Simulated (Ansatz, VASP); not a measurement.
# PbF2 (Fluorocronite) in two plane-wave programs

One calculation is typed for both programs; each brings its own data sets. How far apart do they land? The cell is taken from a series of runs on this material, whose earlier steps may have relaxed, scaled, displaced or heated it; both programs get it as it stands.

Program: Ansatz 0.2.0. Level of theory: plane waves, with VASP 6.6.1 beside it; dielectric response at LDA. Results are calculated unless marked as measured.

### 1. Starting point

Symmetry: Fm-3m, No. 225, cubic system. Conventional cell: a = 5.927 Å, b = 5.927 Å, c = 5.927 Å, α = 90.00°, β = 90.00°, γ = 90.00°. Pb has 8 F at 2.57 Å nearest. Nearest to F lie 4 Pb at 2.57 Å. Farther neighbours and most contacts between anions are not listed.

Coordinates:

```cif
data_structure
_symmetry_space_group_name_H-M 'Fm-3m'
_symmetry_Int_Tables_number 225
_cell_length_a 5.9273
_cell_length_b 5.9273
_cell_length_c 5.9273
_cell_angle_alpha 90.000
_cell_angle_beta 90.000
_cell_angle_gamma 90.000
_cell_volume 208.25
loop_
_atom_site_label
_atom_site_type_symbol
_atom_site_symmetry_multiplicity
_atom_site_Wyckoff_symbol
_atom_site_fract_x
_atom_site_fract_y
_atom_site_fract_z
_atom_site_occupancy
Pb1 Pb 4 a 0.00000 0.00000 0.00000 1
F1 F 8 c 0.25000 0.75000 0.75000 1
```

### 2. Ansatz: dielectric response, LDA

Ansatz runs on its default PAW (the set named soft_2) files.

The response to a field tests empty states and converges slowly with the mesh.

The input, input.yaml:

```yaml
crystal:
  lattice:
    - [0.0, 2.96366, 2.96366]
    - [2.96366, 0.0, 2.96366]
    - [2.96366, 2.96366, 0.0]
  atoms:
    - { symbol: Pb, position: [0.0, 0.0, 0.0] }
    - { symbol: F, position: [0.25, 0.25, 0.25] }
    - { symbol: F, position: [0.75, 0.75, 0.75] }
kpoints:
  mp_grid: { grid: [6, 6, 6] }
hamiltonian:
  xc: lda
scf:
  occupations: { method: fixed }
dielectric: {}
```

On the command line:

```bash
ansatz run input.yaml --threads 4 --pin off --max-ram 5529MiB --backend cpu --events-out ev --progress --plain --runs-dir out
```

Numbers of over 12 decimals in the logs are rounded to 6 here.

The log of the run:

```text
Engine: ansatz 0.2.0, aarch64-unknown-linux-gnu
Pseudopotentials: kind: paw
Pseudopotential: Pb, paw, valence charge 14, recommended cutoff 420 eV (normal), Pb.paw.azcp
Pseudopotential: F, paw, valence charge 7, recommended cutoff 420 eV (normal), F.paw.azcp
Functional definition: SPW92
  exchange = slater_x
  correlation = pw_c
Crystal: 3 atoms, lattice volume = 52.061 Å³
Basis set: ecut = 420 eV, 965 PW (Γ), exchange–correlation on 60×60×60 points (8 copies of the dense FFT grid, shifted against one another)
Bands: 18, of which v1, the nominal top of the filled ones, is band 14 counted from 1 (13 counted from 0)
Symmetry: 48 space group operations
k-points: 30 of 216 (irreducible under 8 space group operations, time reversal used)
Non-local potential: Pb, projectors of the file, l = 0: 2, l = 1: 2, l = 2: 2, l = 3: 2
Non-local potential: F, projectors of the file, l = 0: 2, l = 1: 2, l = 2: 1
PAW form: soft (Blöchl's): semilocal exchange-correlation on the pseudo side does not see the compensation charge
PAW frozen core: Pb, regenerated for the run's functional, and the local potential with it (the file was generated under x = pbe(κ = 0.804, μ = 0.219515), c = pbe(β = 0.066725))
PAW frozen core: F, regenerated for the run's functional, and the local potential with it (the file was generated under x = pbe(κ = 0.804, μ = 0.219515), c = pbe(β = 0.066725))
PAW one-centre angular grid: Pb, 590 points (default); XC on 64 Gauss nodes
PAW one-centre angular grid: F, 110 points (default); XC on 64 Gauss nodes
Initial density: superposition of atomic densities (neutral atoms: chi_scale 0, normalization atom), corrected by the library's trained network
Initial wavefunctions: pseudopotential atomic-orbital guess
Functional: x = slater, c = lda
SCF iter   1: F=—  HF=-13191.262388 eV  |F-HF|=—  |Δ(HF+E_count)|=         —  Δρ=1.94e-2  dr2=1.50e-1  ethr=1.77e-3  ⟨swp⟩=4.7  Hψ=2274  notcnv=0  defer=50
preconditioner: auto → none  [insulator: Δε(μ)=4.034 eV  Ē_g=16.696 eV  n_scr=14 (ndim 8)  ℏωp=27.2 eV  f_vac=0.132  ε∞_Penn≈3.7]
SCF iter   2: F=—  HF=-13191.239798 eV  |F-HF|=—  |Δ(HF+E_count)|=   2.26e-2  Δρ=1.45e-2  dr2=6.43e-2  ethr=5.37e-4  ⟨swp⟩=2.0  Hψ=1280  notcnv=0  defer=46
SCF iter   3: F=—  HF=-13191.221463 eV  |F-HF|=—  |Δ(HF+E_count)|=   1.83e-2  Δρ=1.42e-3  dr2=5.49e-4  ethr=2.30e-4  ⟨swp⟩=2.1  Hψ=917  notcnv=0  defer=50
SCF iter   4: F=—  HF=-13191.221210 eV  |F-HF|=—  |Δ(HF+E_count)|=   2.53e-4  Δρ=3.37e-4  dr2=2.21e-5  ethr=1.96e-6  ⟨swp⟩=2.1  Hψ=1207  notcnv=0  defer=50
SCF iter   5: F=—  HF=-13191.221203 eV  |F-HF|=—  |Δ(HF+E_count)|=   6.90e-6  Δρ=3.74e-5  dr2=7.74e-7  ethr=7.90e-8  ⟨swp⟩=2.0  Hψ=962  notcnv=0  defer=37
SCF iter   6: F=—  HF=-13191.221205 eV  |F-HF|=—  |Δ(HF+E_count)|=   1.61e-6  Δρ=9.46e-6  dr2=2.27e-8  ethr=2.76e-9  ⟨swp⟩=2.0  Hψ=882  notcnv=0  defer=13
SCF iter   7: F=—  HF=-13191.221205 eV  |F-HF|=—  |Δ(HF+E_count)|=  6.51e-10  Δρ=8.44e-7  dr2=3.00e-10  ethr=8.11e-11  ⟨swp⟩=2.0  Hψ=758  notcnv=0  defer=13
SCF iter   8: F=-13191.221205 eV  HF=-13191.221205 eV  |F-HF|=1.82e-12  |Δ(HF+E_count)|=  4.18e-11  Δρ=1.37e-7  dr2=5.44e-12  ethr=1.00e-12  ⟨swp⟩=4.5  Hψ=1723  notcnv=0
SCF 1 converged in 8 iterations: F = -13191.221205 eV  dr2 = 5.44e-12
  greatest PAW one-centre occupation: 0.984 electrons in one spin orbital (limit 2), on the Pb atom at site 0 (counted from 0), in its partial waves of l = 2
NSCF: frozen V_eff on 2 k-points
DFPT response loops at Γ: preconditioner auto → none (the input reference at scf.mixing.eps_inf says where Resta's filter doesn't serve); β = 0.50; Broyden in place of MSR1
SCF converged after 8 iterations
Free energy (F): -13191.221205 eV
Harris-Foulkes:  -13191.221205 eV  (|F-HF|=1.82e-12)
Internal energy: -13191.221205 eV  (E = F + TS)
E sigma→0 (E₀):  -13191.221205 eV
Fermi energy:    4.525609 eV
--- Per-component energies (eV) ---
  E_band       = -132.938050
  E_kinetic    = 694.677879
  E_local      = -2254.035301  (includes V_loc(G=0)·N_el)
  E_nonlocal   = 505.621490
  E_hartree    = 859.461705
  E_xc         = -375.529937
  E_vxc        = -335.701786  (∫ρ·V_xc dr)
  E_paw        = -10472.669162  (= ΣΔE_a)
  E_vpaw       = -462.427853  (= ΣTr[D̂ρ^β])
  E_aug_tail   = 0.004023  (compensation charges beyond the density's cutoff)
  E_ewald      = -2148.900692
  E_core_change = 0.148790  (= ΣΔE_core)
  E_smearing   = -0.000000  (= −TS)
  E_closure    = -0.000000  (closes the sum)
  Σ components = -13191.221205   (vs F -13191.221205, Δ=0.00e0)
--- Band table (eV; the first three rows and the last of 30) ---
  k-point 0: bands = [... 10 lower, 2.0779, 2.5781, 2.5781, 2.5781, 11.1501, 11.1501, 11.1501, 14.8203]
  k-point 1: bands = [... 10 lower, 2.0196, 2.5358, 2.5358, 3.2246, 10.3258, 11.3756, 11.3756, 16.2503]
  k-point 2: bands = [... 10 lower, 1.9086, 2.4513, 2.4513, 4.1347, 9.5824, 11.8374, 11.8374, 17.4132]
  k-point 29: bands = [... 10 lower, 2.3844, 2.9575, 3.0685, 4.5064, 9.6536, 11.3192, 11.9203, 14.0760]
--- Dielectric response (ions clamped): 1 representative field direction + reference, on 30 of 216 k-points (Σ response iterations 7) ---
  k mesh reduced under 8 symmetry operations, with k and −k counted as one. Each operation leaves every solved perturbation unchanged. A smaller set is not considered because the run solves the response to a homogeneous field
  ε∞ (high-frequency dielectric tensor):
        3.395905     0.000000    -0.000000
        0.000000     3.395905     0.000000
        0.000000     0.000000     3.395905
  Born effective charges Z* (e; rows j = field, columns β = displacement):
    site 0:
         3.19551    0.00000    0.00000
         0.00000    3.19551    0.00000
         0.00000    0.00000    3.19551
    site 1:
        -1.59775   -0.00000   -0.00000
        -0.00000   -1.59775   -0.00000
         0.00000   -0.00000   -1.59775
    site 2:
        -1.59775   -0.00000   -0.00000
        -0.00000   -1.59775   -0.00000
         0.00000   -0.00000   -1.59775
  Z* charge neutrality: 1.958e-5 e pre-enforcement
  k-mesh period / interband length: 25.1 Å / 1.24 Å = 20.24 at k = (0.0000, -0.5000, -0.5000), direct gap 4.420 eV — 14 or more, which is no proof of convergence
```

The column dr2 measures how far the density is from self-consistency, as an energy; F and HF (Harris–Foulkes) agree once it is small.

(Part 1 of 2 ends here.)

[Lines on the potential files, build, host, timing and source positions are cut from VASP's logs without a mark.]

[Logs are printed without paths, hosts, clocks, repeated set-up lines and the standing remarks that a program may print on its own settings, such as how far it seeks lower states.]

[Hosts, paths, dates, database ids (printed as entryN), source tags and the programs' standing remarks are cut or masked in the printed files.]
